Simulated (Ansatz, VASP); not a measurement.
**Cross-check of TiGeB (TiGeB in the AlB2 type) between VASP and Ansatz**

Wanted: the spread between two codes on one cell, functional and k mesh. The cell is generated by rule, not measured, and may not be a known phase. The cell is taken from a series of runs on this material, whose earlier steps may have relaxed, scaled, displaced or heated it; both programs get it as it stands.

Calculated with Ansatz 0.2.0; plane waves, with VASP 6.6.1 beside it; relaxation of cell and atoms at PBE and zone-centre phonons at PBE.

The structure was built from a prototype and need not be the compound's stable phase.

### Step 1. The starting structure

It takes space group P-6m2 (No. 187, hexagonal). The conventional cell has a = 3.543 Å, b = 3.543 Å, c = 3.454 Å, α = 90.00°, β = 90.00°, γ = 120.00°. Nearest to Ti lie 6 B at 2.68 Å and 6 Ge at 2.68 Å. Nearest to B lie 3 Ge at 2.05 Å and 6 Ti at 2.68 Å. Nearest to Ge lie 3 B at 2.05 Å and 6 Ti at 2.68 Å. Farther neighbours are not listed.

### Step 2. Ansatz: relaxation of cell and atoms, PBE, pair 1

Ansatz runs on its PAW soft_1 files.

The relaxed volume is the usual yardstick between codes: in a stiff, nearly cubic crystal its relative difference is about their pressure difference at one cell divided by the bulk modulus.

input.yaml reads:

```yaml
crystal:
  lattice:
    - [3.5426497825, -2.7405e-06, 0.0]
    - [-1.7713225179, 3.0680260786, 0.0]
    - [0.0, 0.0, 3.4539803649]
  atoms:
    - { symbol: Ti, position: [0.0, 0.0, 0.0] }
    - { symbol: B, position: [0.3333333333, 0.6666666667, 0.5] }
    - { symbol: Ge, position: [0.6666666667, 0.3333333333, 0.5] }
kpoints:
  mp_grid: { grid: [9, 9, 8] }
hamiltonian:
  xc: pbe
  pseudopotentials: { kind: paw, azcp: { folder: soft_1 } }
scf:
  occupations: { method: gaussian, width: 0.1 }
output:
  forces: true
  stress: true
  eigenvalues: true
relax:
  adjacent_minimum: "off"
  f_tol: 0.005
  max_steps: 80
  cell: { stress_tol: 0.05 }
```

On the command line:

```console
$ ansatz run input.yaml --threads 4 --pin off --max-ram 12288MiB --backend cpu --events-out ev --progress --plain --runs-dir out
```

Numbers of over 12 decimals in the logs are rounded to 6 here.

The log of the run:

```text
Engine: ansatz 0.2.0, aarch64-unknown-linux-gnu
Pseudopotentials: kind: paw
Pseudopotential: Ti, paw, valence charge 12, recommended cutoff 420 eV (normal), soft_1/Ti.paw.azcp
Pseudopotential: B, paw, valence charge 3, recommended cutoff 420 eV (normal), soft_1/B.paw.azcp
Pseudopotential: Ge, paw, valence charge 14, recommended cutoff 420 eV (normal), soft_1/Ge.paw.azcp
Functional definition: PBE
  parameter kappa = 0.804
  parameter beta = 0.066725
  exchange = pbe_x(kappa = kappa, mu = beta*pi^2/3)
  correlation = pbe_c(beta = beta)
Crystal: 3 atoms, lattice volume = 37.541 Å³
Basis set: ecut = 420 eV, 737 PW (Γ), exchange–correlation on 48×48×48 points (8 copies of the dense FFT grid, shifted against one another)
Bands: 19, of which v1, the nominal top of the filled ones, is band 15 counted from 1 (14 counted from 0)
Symmetry: 12 space group operations
Space group: P-6m2 (ITA 187), of the structure as read, at distance tolerance 3.3e-5 Å
k-points: 60 of 648 (time reversal used)
Non-local potential: Ti, projectors of the file, l = 0: 3, l = 1: 2, l = 2: 3, l = 3: 1
Non-local potential: B, projectors of the file, l = 0: 2, l = 1: 2, l = 2: 1
Non-local potential: Ge, projectors of the file, l = 0: 2, l = 1: 2, l = 2: 3, l = 3: 1
PAW form: soft (Blöchl's): semilocal exchange-correlation on the pseudo side does not see the compensation charge
PAW one-centre angular grid: Ti, 590 points (default); XC on 64 Gauss nodes
PAW one-centre angular grid: B, 110 points (default); XC on 64 Gauss nodes
PAW one-centre angular grid: Ge, 590 points (default); XC on 64 Gauss nodes
Initial density: superposition of atomic densities (chi_scale 0.1, normalization cell, long waves kept (reshape's long-wave potential 0.00 eV rms))
Initial wavefunctions: pseudopotential atomic-orbital guess
Functional: x = pbe(κ = 0.804, μ = 0.219515), c = pbe(β = 0.066725)
SCF iter   1: F=—  HF=-6951.083897 eV  |F-HF|=—  |Δ(HF+E_count)|=         —  Δρ=4.87e-2  dr2=1.18e0  ethr=3.10e-3  ⟨swp⟩=4.4  Hψ=4514  notcnv=0
preconditioner: auto → none  [metal: Δε(μ)=0.032 eV  Ē_g=15.459 eV  σ=0.100 eV  W_gap=0.18  n_scr=8 (ndim 8)  ℏωp=27.8 eV  f_vac=0.000  D(μ)=1.86/eV (n_scr^D=20)  sad-step TF]
SCF iter   2: F=—  HF=-6950.834285 eV  |F-HF|=—  |Δ(HF+E_count)|=   2.50e-1  Δρ=2.93e-2  dr2=4.11e-1  ethr=3.10e-3  ⟨swp⟩=2.9  Hψ=2343  notcnv=0  defer=14
SCF iter   3: F=—  HF=-6950.733281 eV  |F-HF|=—  |Δ(HF+E_count)|=   1.01e-1  Δρ=5.54e-3  dr2=8.67e-3  ethr=1.42e-3  ⟨swp⟩=2.2  Hψ=2023  notcnv=0  defer=14
SCF iter   4: F=—  HF=-6950.723954 eV  |F-HF|=—  |Δ(HF+E_count)|=   9.33e-3  Δρ=1.21e-3  dr2=3.82e-4  ethr=2.99e-5  ⟨swp⟩=2.0  Hψ=2082  notcnv=0  defer=14
SCF iter   5: F=—  HF=-6950.724326 eV  |F-HF|=—  |Δ(HF+E_count)|=   3.72e-4  Δρ=2.60e-4  dr2=1.31e-5  ethr=1.32e-6  ⟨swp⟩=2.0  Hψ=1750  notcnv=0  defer=14
SCF iter   6: F=—  HF=-6950.724334 eV  |F-HF|=—  |Δ(HF+E_count)|=   8.37e-6  Δρ=8.29e-5  dr2=2.62e-6  ethr=4.51e-8  ⟨swp⟩=2.0  Hψ=1945  notcnv=0  defer=14
SCF iter   7: F=-6950.724323 eV  HF=-6950.724323 eV  |F-HF|=4.90e-8  |Δ(HF+E_count)|=   1.12e-5  Δρ=1.42e-5  dr2=6.63e-8  ethr=3.45e-10  ⟨swp⟩=4.1  Hψ=4783  notcnv=0
SCF 1 converged in 7 iterations: F = -6950.724323 eV  dr2 = 6.63e-8
  greatest PAW one-centre occupation: 0.999 electrons in one spin orbital (limit 2), on the Ti atom at site 0 (counted from 0), in its partial waves of l = 0
relax step   1: F+E_penalty+E_count = -6950.72432311 eV  Δ(F+E_penalty+E_count) = +0.000e0 eV  max|allowed force component| = 9.560e-17 eV/Å  Δτ_max = 0.0000 Å  P = -0.058 GPa  Ω = 37.541 Å³  (7 SCF iters, dr2 threshold 1.00e-7 eV, accepted)
[...]
relax step   2: F+E_penalty+E_count = -6950.72443105 eV  Δ(F+E_penalty+E_count) = -1.079e-4 eV  max|allowed force component| = 1.326e-16 eV/Å  Δτ_max = 0.0000 Å  P = -0.111 GPa  Ω = 37.586 Å³  energy of the carried Pulay correction = -2.684e-5 eV  (6 SCF iters, dr2 threshold 3.00e-7 eV, accepted)
[...]
relax step   3: F+E_penalty+E_count = -6950.72445484 eV  Δ(F+E_penalty+E_count) = -2.379e-5 eV  max|allowed force component| = 7.614e-17 eV/Å  Δτ_max = 0.0000 Å  P = -0.025 GPa  Ω = 37.564 Å³  energy of the carried Pulay correction = -1.227e-5 eV  (6 SCF iters, dr2 threshold 3.12e-8 eV, accepted)
[...]
relax step   4: F+E_penalty+E_count = -6950.72446039 eV  Δ(F+E_penalty+E_count) = -5.558e-6 eV  max|allowed force component| = 1.079e-16 eV/Å  Δτ_max = 0.0000 Å  P = -0.025 GPa  Ω = 37.564 Å³  stress off target by 3.04e-2 GPa  SCF on the basis re-selected at this cell (its energy is not comparable with the rows above)  (7 SCF iters)
basis re-selected at this cell: Δ(F+E_penalty+E_count) = -5.558e-6 eV, ΔP = +0.000 GPa vs the last step (what re-selecting the basis moved, of the pressure what is left beyond the Pulay correction that the steps carried, after the strain that the cell walked since its last selection, with what the two solves' SCF thresholds leave and, on support functions, any second-order correction that the steps lacked; it is no m [...]
SCF converged after 7 iterations
Free energy (F): -6950.724460 eV
Harris-Foulkes:  -6950.724460 eV  (|F-HF|=9.09e-13)
Internal energy: -6950.715355 eV  (E = F + TS)
E sigma→0 (E₀):  -6950.719907 eV
Entropy (-TS):   -0.009106 eV (-3.035 meV/atom)
Fermi energy:    14.920722 eV
--- Per-component energies (eV) ---
  E_band       = -204.211232
  E_kinetic    = 424.712708
  E_local      = -2757.644764  (includes V_loc(G=0)·N_el)
  E_nonlocal   = 290.332361
  E_hartree    = 1280.711111
  E_xc         = -221.466334
  E_vxc        = -250.623057  (∫ρ·V_xc dr)
  E_paw        = -3136.523234  (= ΣΔE_a)
  E_vpaw       = -472.410637  (= ΣTr[D̂ρ^β])
  E_aug_tail   = -0.000065  (compensation charges beyond the density's cutoff)
  E_ewald      = -2830.837137
  E_smearing   = -0.009106  (= −TS)
  E_closure    = 0.000000  (closes the sum)
  Σ components = -6950.724460   (vs F -6950.724460, Δ=0.00e0)
--- Forces (eV/Å), atoms counted from 1 ---
  atom   1  Ti     0.00000000    -0.00000000     0.00000000
  atom   2  B     -0.00000000     0.00000000    -0.00000000
  atom   3  Ge     0.00000000     0.00000000     0.00000000
  max |Σ_I F_I| component: 4.92e-17 eV/Å
--- Stress (GPa, compression-positive) ---
       -0.030448      -0.000000      -0.000000
        0.000000      -0.030448      -0.000000
       -0.000000      -0.000000      -0.014572
  P = ⅓ Tr σ = -0.0252 GPa (-0.252 kbar)
--- Band table (eV; the first three rows and the last of 60) ---
  k-point 0: bands = [... 11 lower, 11.2516, 12.1780, 12.7046, 15.4765, 15.4765, 15.9632, 16.5832, 16.5832]
  k-point 1: bands = [... 11 lower, 11.3968, 11.3968, 13.7583, 14.8908, 14.8908, 16.0977, 16.6132, 16.6132]
  k-point 2: bands = [... 11 lower, 11.8128, 11.8128, 14.1274, 14.1274, 14.7486, 15.9791, 15.9791, 16.4932]
  k-point 59: bands = [... 11 lower, 8.4814, 10.5462, 11.1307, 16.1617, 16.5993, 16.8331, 16.9095, 17.2287]
--- Relaxed structure (3 steps of the walk, 3 accepted, 1 SCFs on fresh bases) ---
  F+E_penalty+E_count = -6950.72446039 eV   max|allowed force component| = 1.079e-16 eV/Å   (the final SCF, on the basis selected at the relaxed cell)
  cell:  # Å, volume = 37.5637 Å³
    - [3.539701, -2.738223336168191e-6, 0]
    - [-1.769848, 3.065473, 0]
    - [0, 0, 3.461823]
  atoms:
    - { symbol: Ti, position: [0, 0, 0] }
    - { symbol: B, position: [0.333333, 0.666667, 0.500000] }
    - { symbol: Ge, position: [0.666667, 0.333333, 0.500000] }
```

The column dr2 measures how far the density is from self-consistency, as an energy; F and HF (Harris–Foulkes) agree once it is small.

### Step 3. VASP: relaxation of cell and atoms, PBE, pair 1

The same cell, functional, mesh and smearing now go to VASP, with its own data sets.

Lines of VASP's logs that name or quote its potential files are left out, and so is its time.

INCAR reads:

```
SYSTEM = TiGeB
PREC = Accurate
ENCUT = 500
EDIFF = 1E-07
NELM = 120
ISMEAR = 0
SIGMA = 0.1
LREAL = .FALSE.
ALGO = Normal
GGA = PE
NBANDS = 20
LASPH = .TRUE.
LORBIT = 11
LWAVE = .FALSE.
LCHARG = .FALSE.
ISIF = 3
IBRION = 2
NSW = 80
EDIFFG = -0.005
GGA_COMPAT = .FALSE.
NELMIN = 4
KPAR = 2
```

POSCAR reads:

```
TiGeB
1.0
    3.5426500000     -0.0000030000      0.0000000000
   -1.7713230000      3.0680260000      0.0000000000
    0.0000000000      0.0000000000      3.4539800000
Ti B Ge
1 1 1
Direct
    0.0000000000      0.0000000000      0.0000000000
    0.3333335758      0.6666667753      0.5000000000
    0.6666668694      0.3333335506      0.5000000000
```

KPOINTS reads:

```
Automatic mesh
0
Gamma
9 9 8
0 0 0
```

Potentials, in the order of the species: Ti_sv, B and Ge_d (PBE family, release 64).

On the command line:

```console
$ mpirun -np 2 vasp_std
```

The log of the run:

```text
[banner, memory and clock lines left out]
running    2 mpi-ranks, on    1 nodes
 distrk:  each k-point on    1 cores,    2 groups
 distr:  one band on    1 cores,    1 groups

 POSCAR found type information on POSCAR TiB Ge
 POSCAR found :  3 types and       3 ions
 LDA part: xc-table for (Slater+PW92), standard interpolation
 POSCAR, INCAR and KPOINTS ok, starting setup
 FFT: planning ... GRIDC
 FFT: planning ... GRID_SOFT
 FFT: planning ... GRID
 WAVECAR not read
 entering main loop
       N       E                     dE             d eps       ncg     rms          rms(c)
DAV:   1     0.235496924468E+03    0.23550E+03   -0.14084E+04  2644   0.318E+03
DAV:   2     0.622843666401E+01   -0.22927E+03   -0.22254E+03  2408   0.614E+02
DAV:   3    -0.211909649321E+02   -0.27419E+02   -0.26675E+02  2672   0.154E+02
DAV:   4    -0.226584917280E+02   -0.14675E+01   -0.14519E+01  3768   0.345E+01
DAV:   5    -0.226909832444E+02   -0.32492E-01   -0.32443E-01  3012   0.416E+00    0.129E+01
DAV:   6    -0.199443874408E+02    0.27466E+01   -0.28762E+01  2932   0.389E+01    0.658E+00
DAV:   7    -0.192356482571E+02    0.70874E+00   -0.60328E+00  2924   0.232E+01    0.325E+00
DAV:   8    -0.192109482371E+02    0.24700E-01   -0.25300E-01  2784   0.394E+00    0.155E+00
DAV:   9    -0.192034007140E+02    0.75475E-02   -0.39864E-02  3468   0.126E+00    0.339E-01
DAV:  10    -0.192027267401E+02    0.67397E-03   -0.28882E-03  3148   0.571E-01    0.157E-01
DAV:  11    -0.192026805048E+02    0.46235E-04   -0.80194E-04  3156   0.268E-01    0.320E-02
DAV:  12    -0.192026826888E+02   -0.21839E-05   -0.41939E-05  3284   0.720E-02    0.176E-02
DAV:  13    -0.192026768541E+02    0.58347E-05   -0.19278E-05  2976   0.440E-02    0.357E-03
DAV:  14    -0.192026768771E+02   -0.23008E-07   -0.11068E-06  2924   0.108E-02    0.687E-04
DAV:  15    -0.192026768567E+02    0.20419E-07   -0.26951E-08  1576   0.183E-03
   1 F= -.19202677E+02 E0= -.19198174E+02  d E =-.192027E+02
[...]
2 F= -.19202870E+02 E0= -.19198322E+02  d E =-.192686E-03
[...]
3 F= -.19202874E+02 E0= -.19198319E+02  d E =-.196823E-03
[...]
4 F= -.19202898E+02 E0= -.19198309E+02  d E =-.247674E-04
 trial-energy change:   -0.000025  1 .order   -0.000023   -0.000088    0.000041
 step:   0.7174(harm=  0.7036)  dis= 0.00000  next Energy=   -19.202905 (dE=-0.309E-04)
 bond charge predicted
       N       E                     dE             d eps       ncg     rms          rms(c)
DAV:   1    -0.192030263726E+02   -0.12801E-03   -0.23319E-03  3452   0.782E-01    0.852E-02
DAV:   2    -0.192029332852E+02    0.93087E-04   -0.38504E-04  3064   0.268E-01    0.311E-02
DAV:   3    -0.192029098635E+02    0.23422E-04   -0.65243E-05  3412   0.964E-02    0.189E-02
DAV:   4    -0.192029033787E+02    0.64848E-05   -0.24236E-05  3872   0.539E-02    0.755E-03
DAV:   5    -0.192029042770E+02   -0.89831E-06   -0.29203E-06  2900   0.198E-02    0.323E-03
DAV:   6    -0.192029048536E+02   -0.57658E-06   -0.67653E-07  3400   0.543E-03    0.115E-03
DAV:   7    -0.192029049175E+02   -0.63904E-07   -0.30746E-08  1448   0.221E-03
   5 F= -.19202905E+02 E0= -.19198326E+02  d E =-.312374E-04
 curvature:  -0.43 expect dE=-0.239E-06 dE for cont linesearch -0.103E-06
 trial: gam= 0.00000 g(F)=  0.286E-42 g(S)=  0.553E-06 ort =-0.500E-05 (trialstep = 0.968E+00)
 search vector abs. value=  0.553E-06
 reached required accuracy - stopping structural energy minimisation
```

OUTCAR, selected parts (step 3):

```text
ion  position               nearest neighbor table
   1  0.000  0.000  0.000-   3 2.68   3 2.68   3 2.68   3 2.68   3 2.68   3 2.68
   2  0.333  0.667  0.500-   3 2.05   3 2.05   3 2.05
   3  0.667  0.333  0.500-   2 2.05   2 2.05   2 2.05   1 2.68   1 2.68   1 2.68   1 2.68   1 2.68
                             1 2.68

  LATTYP: Found a hexagonal cell.
 ALAT       =     3.5426500000
 C/A-ratio  =     0.9749707140

 Subroutine GETGRP returns: Found 12 space group operations
 (whereof 12 operations were pure point group operations)

The static configuration has the point symmetry D_3h.

 Found     60 irreducible k-points:

   k-points           NKPTS =     60   k-points in BZ     NKDIM =     60   number of bands    NBANDS=     20

   dimension x,y,z NGX =    28 NGY =   28 NGZ =   28
   dimension x,y,z NGXF=    56 NGYF=   56 NGZF=   56

   ENCUT  =  500.0 eV  36.75 Ry    6.06 a.u.   6.46  6.46  6.30*2*pi/ulx,y,z

   NELECT =      29.0000    total number of electrons

 k-points in reciprocal lattice and weights: Automatic mesh
   0.00000000  0.00000000  0.00000000       0.002
   0.11111111  0.00000000  0.00000000       0.009
   0.22222222  0.00000000  0.00000000       0.009
   0.33333333  0.00000000  0.00000000       0.009
   0.44444444  0.00000000  0.00000000       0.009
   0.11111111  0.11111111  0.00000000       0.009
   0.22222222  0.11111111  0.00000000       0.019
   0.33333333  0.11111111  0.00000000       0.019
   0.44444444  0.11111111  0.00000000       0.009
[...]
0.33333333  0.22222222  0.50000000       0.019
   0.33333333  0.33333333  0.50000000       0.003

 average (electrostatic) potential at core
       1 -71.6697       2 -24.1647       3 -70.2288

 E-fermi :   9.9242

 k-point     1 :       0.0000    0.0000    0.0000
  band No.  band energies     occupation
    ...
     10      -4.4736      2.00000
     11       6.2614      2.00000
     12       6.2614      2.00000
     13       7.1715      2.00000
     14       7.7086      2.00000
     15      10.4778      0.00000
     16      10.4778      0.00000
     17      10.9803      0.00000
     18      11.5881      0.00000
     19      11.5881      0.00000
    ...

 k-point     2 :       0.1111    0.0000    0.0000
  band No.  band energies     occupation
    ...
     10      -4.2900      2.00000
     11       5.3992      2.00000
     12       6.1497      2.00000
     13       7.1058      2.00000
     14       7.7227      2.00000
     15      10.4404      0.00000
     16      10.7370      0.00000
     17      10.9613      0.00000
     18      11.1531      0.00000
     19      11.7109      0.00000
    ...

 k-point     3 :       0.2222    0.0000    0.0000
  band No.  band energies     occupation
    ...
     10      -3.7492      2.00000
     11       3.6841      2.00000
     12       5.8666      2.00000
     13       6.9966      2.00000
     14       7.6250      2.00000
     15      10.3479      0.00000
     16      10.4485      0.00000
     17      10.8187      0.00000
     18      11.3216      0.00000
     19      12.5917      0.00000
    ...

  Total       -0.0039014     -0.0039014     -0.0019855      0.0000000     -0.0000000     -0.0000000
  in kB       -0.1663724     -0.1663723     -0.0846698      0.0000000     -0.0000000     -0.0000000
  external PRESSURE =      -0.1391382 kB  Pullay stress =       0.0000000 kB

  energy-cutoff  :      500.00
  volume of cell :       37.57
      direct lattice vectors                 reciprocal lattice vectors
     3.539000467 -0.000002996  0.000000000     0.282565797  0.163139196 -0.000000000
    -1.769498235  3.064865411  0.000000000     0.000000276  0.326278761 -0.000000000
     0.000000000  0.000000000  3.463851332    -0.000000000 -0.000000000  0.288695993

 POSITION                                       TOTAL-FORCE (eV/Angst)
 -----------------------------------------------------------------------------------
     -0.00000      0.00000      0.00000         0.000000     -0.000000     -0.000000
      0.00000      2.04324      1.73193        -0.000000      0.000000     -0.000000
      1.76950      1.02162      1.73193         0.000000     -0.000000      0.000000
 -----------------------------------------------------------------------------------
    total drift:                               -0.000093     -0.000265     -0.000000

  FREE ENERGIE OF THE ION-ELECTRON SYSTEM (eV)
  ---------------------------------------------------
  free  energy   TOTEN  =       -19.2029049175 eV

  energy  without entropy=      -19.1937473272  energy(sigma->0) =      -19.19832612

 reached required accuracy - stopping structural energy minimisation

 total charge
# of ion       s       p       d       tot
------------------------------------------
    1        2.124   6.092   2.062  10.278
    2        0.640   1.156   0.000   1.796
    3        1.070   1.540  10.146  12.756
--------------------------------------------------
tot          3.835   8.788  12.208  24.830

[... 3 further parts left out ...]
```

### Step 4. Side by side

Known differences besides the potentials themselves: the cutoff is 420 eV in Ansatz and 500 eV in VASP; Ansatz adds a Pulay correction to the stress that steers its cell, VASP none. Total energies have different zeros and are not compared.

Compared:

| quantity | Ansatz | VASP | difference |
| --- | --- | --- | --- |
| volume (Å³) | 37.56 | 37.57 | -0.02 % |
| edge a after relaxation, in the typed setting (Å) | 3.540 | 3.539 | +0.02 % |
| edge c after relaxation, in the typed setting (Å) | 3.462 | 3.464 | -0.06 % |

(Continued in part 2 of 2.)

[Lines on the potential files, build, host, timing and source positions are cut from VASP's logs without a mark.]

[Logs are printed without paths, hosts, clocks, repeated set-up lines and the standing remarks that a program may print on its own settings, such as how far it seeks lower states.]

[Hosts, paths, dates, database ids (printed as entryN), source tags and the programs' standing remarks are cut or masked in the printed files.]
